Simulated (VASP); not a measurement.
# Cobalt: input slips in a relaxation and what they do

Aim: see how common mistakes in a VASP relaxation show up, on Cobalt. The starting structure is a measured crystal structure from the Crystallography Open Database. The first relaxation on each setting starts from this cell expanded by 3 % in volume.

Program: VASP 6.6.1. Level of theory: Kohn-Sham DFT with plane waves and PAW; PBEsol. Results are calculated unless marked as measured.

## Step 1: The structure

It takes space group P6_3/mmc (No. 194, hexagonal). The conventional cell has a = 2.507 Å, b = 2.507 Å, c = 4.070 Å, α = 90.00°, β = 90.00°, γ = 120.00°. Co has 12 Co at 2.50 to 2.51 Å nearest.

## Step 2: Reference relaxation

This run starts from the cell of an earlier relaxation, which isn't shown; the restart sets up the plane waves anew.

Contents of INCAR:

```
SYSTEM = Co
PREC = Accurate
ENCUT = 450
EDIFF = 1E-06
NELM = 100
ISMEAR = 1
SIGMA = 0.15
LREAL = .FALSE.
ALGO = Normal
GGA = PS
NBANDS = 19
ISPIN = 2
MAGMOM = 2 2
LASPH = .TRUE.
LMAXMIX = 4
LORBIT = 11
LWAVE = .FALSE.
LCHARG = .FALSE.
KPAR = 8
IBRION = 2
NSW = 50
ISIF = 3
EDIFFG = -0.006
```

Contents of POSCAR:

```
Co
1.0
    2.4525814961      0.0000000000      0.0000000000
   -1.2262907481      2.1239978805      0.0000000000
    0.0000000000      0.0000000000      3.9622336411
Co
2
Direct
    0.6666666667      0.3333333333      0.7500000000
    0.3333333333      0.6666666667      0.2500000000
```

Contents of KPOINTS:

```
Automatic mesh
0
Gamma
21 21 12
0 0 0
```

PAW data sets: Co (PBE family, release 64).

Launch:

```bash
mpirun -np 8 vasp_std
```

What it wrote:

```text
[banner, memory and clock lines left out]
running    8 mpi-ranks, on    1 nodes
 distrk:  each k-point on    1 cores,    8 groups
 distr:  one band on    1 cores,    1 groups

 POSCAR found type information on POSCAR Co
 POSCAR found :  1 types and       2 ions
|                                                                             |
|           W    W    AA    RRRRR   N    N  II  N    N   GGGG   !!!           |
|           W    W   A  A   R    R  NN   N  II  NN   N  G    G  !!!           |
|           W    W  A    A  R    R  N N  N  II  N N  N  G       !!!           |
|           W WW W  AAAAAA  RRRRR   N  N N  II  N  N N  G  GGG   !            |
|           WW  WW  A    A  R   R   N   NN  II  N   NN  G    G                |
|           W    W  A    A  R    R  N    N  II  N    N   GGGG   !!!           |
|                                                                             |
|     For optimal performance we recommend to set                             |
|       NCORE = 2 up to number-of-cores-per-socket                            |
|     NCORE specifies how many cores store one orbital (NPAR=cpu/NCORE).      |
|     This setting can greatly improve the performance of VASP for DFT.       |
|     The default, NCORE=1 might be grossly inefficient on modern             |
|     multi-core architectures or massively parallel machines. Do your        |
|     Unfortunately you need to use the default for GW and RPA                |
|     calculations (for HF NCORE is supported but not extensively tested      |
|     yet).                                                                   |
|                                                                             |

|                                                                             |
|               ----> ADVICE to this user running VASP <----                  |
|                                                                             |
|     You enforced a specific xc type in the INCAR file but a different       |
|     [... a line on the potential file left out ...]
|     I HOPE YOU KNOW WHAT YOU ARE DOING!                                     |
|                                                                             |

 LDA part: xc-table for (Slater+PW92), standard interpolation
 POSCAR, INCAR and KPOINTS ok, starting setup
 FFT: planning ... GRIDC
 FFT: planning ... GRID_SOFT
 FFT: planning ... GRID
 WAVECAR not read
 entering main loop
       N       E                     dE             d eps       ncg     rms          rms(c)
DAV:   1     0.754770824641E+02    0.75477E+02   -0.75953E+03 26944   0.119E+03
DAV:   2    -0.142739030569E+02   -0.89751E+02   -0.80993E+02 25800   0.211E+02
DAV:   3    -0.178656037598E+02   -0.35917E+01   -0.34700E+01 28246   0.525E+01
DAV:   4    -0.179202976701E+02   -0.54694E-01   -0.54661E-01 31980   0.558E+00
DAV:   5    -0.179217398796E+02   -0.14422E-02   -0.14421E-02 29423   0.838E-01    0.167E+01
DAV:   6    -0.158969836926E+02    0.20248E+01   -0.86797E+00 28025   0.618E+01    0.655E+00
DAV:   7    -0.155187172274E+02    0.37827E+00   -0.12622E+00 29986   0.215E+01    0.395E+00
DAV:   8    -0.154913035256E+02    0.27414E-01   -0.15720E-02 37257   0.131E+00    0.178E+00
DAV:   9    -0.154744640064E+02    0.16840E-01   -0.26196E-03 41176   0.100E+00    0.462E-01
DAV:  10    -0.154735353699E+02    0.92864E-03   -0.63262E-04 33618   0.305E-01    0.761E-02
DAV:  11    -0.154734947161E+02    0.40654E-04   -0.27938E-05 33582   0.604E-02    0.300E-02
DAV:  12    -0.154734903015E+02    0.44146E-05   -0.36302E-06 27789   0.188E-02    0.177E-02
DAV:  13    -0.154734896573E+02    0.64428E-06   -0.20393E-06 22241   0.172E-02
   1 F= -.15473490E+02 E0= -.15473586E+02  d E =-.154735E+02  mag=     3.1083
 curvature:   0.00 expect dE= 0.000E+00 dE for cont linesearch  0.000E+00
 trial: gam= 0.00000 g(F)=  0.745E-49 g(S)=  0.286E-04 ort = 0.000E+00 (trialstep = 0.100E+01)
 search vector abs. value=  0.286E-04
 bond charge predicted
       N       E                     dE             d eps       ncg     rms          rms(c)
DAV:   1    -0.154739110763E+02   -0.42077E-03   -0.35596E-03 27996   0.106E+00    0.170E-01
DAV:   2    -0.154735648815E+02    0.34619E-03   -0.11746E-03 28329   0.728E-01    0.103E-01
DAV:   3    -0.154734889252E+02    0.75956E-04   -0.14112E-04 27892   0.240E-01    0.457E-02
DAV:   4    -0.154734830683E+02    0.58569E-05   -0.26797E-06 28560   0.169E-02    0.163E-02
DAV:   5    -0.154734781544E+02    0.49139E-05   -0.78758E-07 16987   0.125E-02    0.268E-03
DAV:   6    -0.154734780893E+02    0.65107E-07   -0.46042E-07 13603   0.649E-03
   2 F= -.15473478E+02 E0= -.15473581E+02  d E =0.115679E-04  mag=     3.1063
 trial-energy change:    0.000012  1 .order    0.000006   -0.000029    0.000040
 step:   0.3070(harm=  0.4181)  dis= 0.00000  next Energy=   -15.473494 (dE=-0.422E-05)
 bond charge predicted
       N       E                     dE             d eps       ncg     rms          rms(c)
DAV:   1    -0.154737054531E+02   -0.22730E-03   -0.17096E-03 27978   0.734E-01    0.118E-01
DAV:   2    -0.154735360310E+02    0.16942E-03   -0.57113E-04 28270   0.506E-01    0.718E-02
DAV:   3    -0.154734991001E+02    0.36931E-04   -0.69037E-05 27766   0.168E-01    0.319E-02
DAV:   4    -0.154734957079E+02    0.33922E-05   -0.12129E-06 22857   0.118E-02    0.115E-02
DAV:   5    -0.154734924496E+02    0.32582E-05   -0.36726E-07 14144   0.944E-03    0.180E-03
DAV:   6    -0.154734925613E+02   -0.11164E-06   -0.22799E-07 13188   0.478E-03
   3 F= -.15473493E+02 E0= -.15473591E+02  d E =-.290402E-05  mag=     3.1077
 curvature:  -0.20 expect dE=-0.289E-06 dE for cont linesearch -0.190E-06
 trial: gam= 0.00000 g(F)=  0.516E-49 g(S)=  0.143E-05 ort =-0.519E-05 (trialstep = 0.861E+00)
 search vector abs. value=  0.143E-05
 reached required accuracy - stopping structural energy minimisation
```

Run time: 32 s. Hardware: 8 MPI ranks of Intel Xeon 6975P-C (Granite Rapids), shared host; peak memory 2 GiB; 3.3 min of CPU time.

Lines that name or quote the potential files are left out of all logs, and their timing lines are given in words.

Parts of OUTCAR (step 2):

```text
ion  position               nearest neighbor table
   1  0.667  0.333  0.750-   2 2.44   2 2.44   2 2.44   2 2.44   2 2.44   2 2.44
   2  0.333  0.667  0.250-   1 2.44   1 2.44   1 2.44   1 2.44   1 2.44   1 2.44

  LATTYP: Found a hexagonal cell.
 ALAT       =     2.4525814961
 C/A-ratio  =     1.6155359760

 Subroutine GETGRP returns: Found 24 space group operations
 (whereof 12 operations were pure point group operations)

The static configuration has the point symmetry D_3d.
 The point group associated with its full space group is D_6h.

 Found    336 irreducible k-points:

   k-points           NKPTS =    336   k-points in BZ     NKDIM =    336   number of bands    NBANDS=     19

   dimension x,y,z NGX =    18 NGY =   18 NGZ =   28
   dimension x,y,z NGXF=    36 NGYF=   36 NGZF=   56

   ENCUT  =  450.0 eV  33.07 Ry    5.75 a.u.   4.24  4.24  6.85*2*pi/ulx,y,z

   NELECT =      18.0000    total number of electrons

 k-points in reciprocal lattice and weights: Automatic mesh
   0.00000000  0.00000000  0.00000000       0.000
   0.04761905 -0.00000000  0.00000000       0.001
   0.09523810  0.00000000  0.00000000       0.001
   0.14285714  0.00000000  0.00000000       0.001
   0.19047619  0.00000000  0.00000000       0.001
   0.23809524 -0.00000000  0.00000000       0.001
   0.28571429  0.00000000  0.00000000       0.001
   0.33333333  0.00000000  0.00000000       0.001
   0.38095238  0.00000000  0.00000000       0.001
[...]
0.33333333  0.28571429  0.50000000       0.002
   0.33333333  0.33333333  0.50000000       0.000

 average (electrostatic) potential at core
       1 -77.4792       2 -77.4792

 E-fermi :  10.7914

 spin component 1
 k-point     1 :       0.0000    0.0000    0.0000
  band No.  band energies     occupation
    ...
      8       8.8881      1.00000
      9       8.8881      1.00000
     10      10.0895      1.00000
     11      10.0895      1.00000
     12      10.6521      1.01604
     13      17.6190      0.00000
     14      33.1359      0.00000
     15      36.1899      0.00000
     16      36.1899      0.00000
     17      36.3984      0.00000
    ...

 k-point     2 :       0.0476   -0.0000    0.0000
  band No.  band energies     occupation
    ...
      7       8.5468      1.00000
      8       8.8449      1.00000
      9       8.8617      1.00000
     10       9.6067      1.00000
     11      10.1011      1.00000
     12      11.2317     -0.00013
     13      17.6309      0.00000
     14      32.6286      0.00000
     15      34.6257      0.00000
     16      35.0922      0.00000
    ...

 k-point     3 :       0.0952    0.0000    0.0000
  band No.  band energies     occupation
    ...
      7       8.6372      1.00000
      8       8.6520      1.00000
      9       8.7883      1.00000
     10       9.1139      1.00000
     11      10.1318      1.00000
     12      12.0944     -0.00000
     13      17.6689      0.00000
     14      30.9402      0.00000
     15      33.6074      0.00000
     16      33.6653      0.00000
    ...

 k-point     4 :       0.1429    0.0000    0.0000
  band No.  band energies     occupation
    ...
      7       8.5966      1.00000
      8       8.6810      1.00000
      9       8.8199      1.00000
     10       8.9007      1.00000
     11      10.1725      1.00000
     12      13.0415     -0.00000
     13      17.7398      0.00000
     14      28.7569      0.00000
     15      32.1774      0.00000
     16      33.1183      0.00000
    ...

 k-point     5 :       0.1905    0.0000    0.0000
  band No.  band energies     occupation
    ...
      7       8.7691      1.00000
      8       8.7705      1.00000
      9       8.8049      1.00000
     10       9.0392      1.00000
     11      10.2145      1.00000
     12      14.0561      0.00000
     13      17.8519      0.00000
     14      26.5335      0.00000
     15      30.8423      0.00000
     16      32.5893      0.00000
    ...

 k-point     6 :       0.2381   -0.0000    0.0000
  band No.  band energies     occupation
    ...
      7       8.6495      1.00000
      8       9.0631      1.00000
      9       9.0761      1.00000
     10       9.2947      1.00000
     11      10.2523      1.00000
     12      15.1310      0.00000
     13      18.0058      0.00000
     14      24.3932      0.00000
     15      29.6227      0.00000
     16      31.8538      0.00000
    ...

  Total        0.0054077      0.0054077      0.0009811     -0.0000000      0.0000000      0.0000000
  in kB        0.4199446      0.4199446      0.0761891     -0.0000000      0.0000000      0.0000000
  external PRESSURE =       0.3053595 kB  Pullay stress =       0.0000000 kB

  energy-cutoff  :      450.00
  volume of cell :       20.63
      direct lattice vectors                 reciprocal lattice vectors
     2.452258984  0.000000000  0.000000000     0.407787271  0.235436091  0.000000000
    -1.226129492  2.123718577  0.000000000    -0.000000000  0.470872182  0.000000000
    -0.000000000 -0.000000000  3.961541591     0.000000000  0.000000000  0.252426985

 POSITION                                       TOTAL-FORCE (eV/Angst)
 -----------------------------------------------------------------------------------
      1.22613      0.70791      2.97116        -0.000000     -0.000000      0.000000
     -0.00000      1.41581      0.99039         0.000000      0.000000      0.000000
 -----------------------------------------------------------------------------------
    total drift:                                0.000000     -0.000000     -0.000000

  FREE ENERGIE OF THE ION-ELECTRON SYSTEM (eV)
  ---------------------------------------------------
  free  energy   TOTEN  =       -15.4734925613 eV

  energy  without entropy=      -15.4737869881  energy(sigma->0) =      -15.47359070

 reached required accuracy - stopping structural energy minimisation

 total charge
# of ion       s       p       d       tot
------------------------------------------
    1        0.510   0.570   7.294   8.374
    2        0.510   0.570   7.294   8.374
--------------------------------------------------
tot          1.021   1.140  14.588  16.749

 magnetization (x)
# of ion       s       p       d       tot
------------------------------------------
    1       -0.016  -0.052   1.628   1.560
    2       -0.016  -0.052   1.628   1.560
--------------------------------------------------
tot         -0.031  -0.105   3.257   3.121

[... 6 further parts left out ...]
```

The PAW data sets were made with PBE, which is usual practice but a small mismatch for other functionals. The run keeps the 24 symmetry operations of its start, so it cannot find a distortion of lower symmetry.

The reference relaxation ends at 10.316 Å³ an atom. Pressures at 0.985 and 1.015 times this volume, from two more relaxations that aren't shown, give a bulk modulus of 246.9 GPa.

## Step 3: Relaxation with an ionic step far too long

A slip made on purpose: an ionic step far too long. Against step 2 the input has IBRION = 1 and POTIM = 2 (also changed: NELM and NSW).

INCAR, as its differences from that of step 2:

```diff
@@ -4,3 +4,3 @@
 EDIFF = 1E-06
-NELM = 100
+NELM = 60
 ISMEAR = 1
@@ -19,5 +19,6 @@
 KPAR = 8
-IBRION = 2
-NSW = 50
+IBRION = 1
+NSW = 30
 ISIF = 3
 EDIFFG = -0.006
+POTIM = 2
```

Contents of POSCAR:

```
Co
1.0
    2.5322273572      0.0000000000      0.0000000000
   -1.2661136786      2.1929732195      0.0000000000
    0.0000000000      0.0000000000      4.1101986604
Co
2
Direct
    0.6666666667      0.3333333333      0.7500000000
    0.3333333333      0.6666666667      0.2500000000
```

KPOINTS is that of step 2.

Launch:

```bash
mpirun -np 8 vasp_std
```

What it wrote:

```text
[banner, memory and clock lines left out]
running    8 mpi-ranks, on    1 nodes
[...]
[... a notice as in an earlier step ...]

 [... a notice as in an earlier step ...]

 LDA part: xc-table for (Slater+PW92), standard interpolation
 POSCAR, INCAR and KPOINTS ok, starting setup
[...]
entering main loop
       N       E                     dE             d eps       ncg     rms          rms(c)
DAV:   1     0.760310311277E+02    0.76031E+02   -0.75633E+03 26584   0.115E+03
DAV:   2    -0.143639488182E+02   -0.90395E+02   -0.81747E+02 25800   0.208E+02
DAV:   3    -0.178212995028E+02   -0.34574E+01   -0.33351E+01 28462   0.514E+01
DAV:   4    -0.178741471147E+02   -0.52848E-01   -0.52815E-01 32493   0.543E+00
[...]
DAV:  12    -0.153304752197E+02    0.80260E-05   -0.72673E-06 28212   0.255E-02    0.194E-02
DAV:  13    -0.153304715846E+02    0.36351E-05   -0.15438E-06 18940   0.159E-02    0.926E-03
DAV:  14    -0.153304715755E+02    0.90802E-08   -0.64696E-07 17253   0.722E-03
   1 F= -.15330472E+02 E0= -.15330482E+02  d E =-.153305E+02  mag=     3.2963
[... from here on, the cycles between the ionic steps are left out ...]
   2 F= 0.58622293E+01 E0= 0.58621695E+01  d E =0.211927E+02  mag=     0.0000
   3 F= -.14923112E+02 E0= -.14923903E+02  d E =-.207853E+02  mag=    -0.0001
   4 F= -.15085041E+02 E0= -.15085763E+02  d E =-.161929E+00  mag=    -0.0005
   5 F= -.14967298E+02 E0= -.14966530E+02  d E =0.117743E+00  mag=    -0.0014
   6 F= -.15133767E+02 E0= -.15134628E+02  d E =-.166469E+00  mag=    -0.0002
   7 F= -.15133977E+02 E0= -.15134848E+02  d E =-.210229E-03  mag=    -0.0018
   8 F= -.15133985E+02 E0= -.15134856E+02  d E =-.847290E-05  mag=     0.0002
 BRION: g(F)=  0.203E-49 g(S)=  0.136E-04 retain N=  2 mean eig= 0.27
 eig:   0.266  0.269
 reached required accuracy - stopping structural energy minimisation
```

Elapsed: 86 s, on 8 MPI ranks; peak memory 2.4 GiB; 11 min of CPU time.

From OUTCAR (step 3):

```text
  Total       -0.0082467     -0.0082467      0.0021770      0.0000000     -0.0000000      0.0000000
  in kB       -0.6699538     -0.6699538      0.1768601      0.0000000     -0.0000000      0.0000000
  external PRESSURE =      -0.3876825 kB  Pullay stress =       0.0000000 kB

 POSITION                                       TOTAL-FORCE (eV/Angst)
 -----------------------------------------------------------------------------------
      1.20847      0.69771      2.92376         0.000000     -0.000000     -0.000000
     -0.00000      1.39542      0.97459        -0.000000      0.000000      0.000000
 -----------------------------------------------------------------------------------
    total drift:                                0.000000     -0.000000     -0.000000

  FREE ENERGIE OF THE ION-ELECTRON SYSTEM (eV)
  ---------------------------------------------------
  free  energy   TOTEN  =       -15.1339854826 eV

  energy  without entropy=      -15.1365983085  energy(sigma->0) =      -15.13485642

 magnetization (x)
# of ion       s       p       d       tot
------------------------------------------
    1        0.000   0.000  -0.000  -0.000
    2        0.000   0.000  -0.000  -0.000
--------------------------------------------------
tot          0.000   0.000  -0.000  -0.000

[... 2 parts as in an earlier step ...]

[... 2 further parts left out ...]
[key lines of the parts left out:]
E-fermi :  11.5038
```

With an ionic step far too long the cell ends at 9.861 Å³ an atom, -4.41 % from the reference, with the moments of the reference lost.

(Part 1 of 2 ends here.)

[Lines on the potential files, build, host, timing and source positions are cut from VASP's logs without a mark.]

[Logs are printed without paths, hosts, clocks, repeated set-up lines and the standing remarks that a program may print on its own settings, such as how far it seeks lower states.]

[Hosts, paths, dates, database ids (printed as entryN), source tags and the programs' standing remarks are cut or masked in the printed files.]
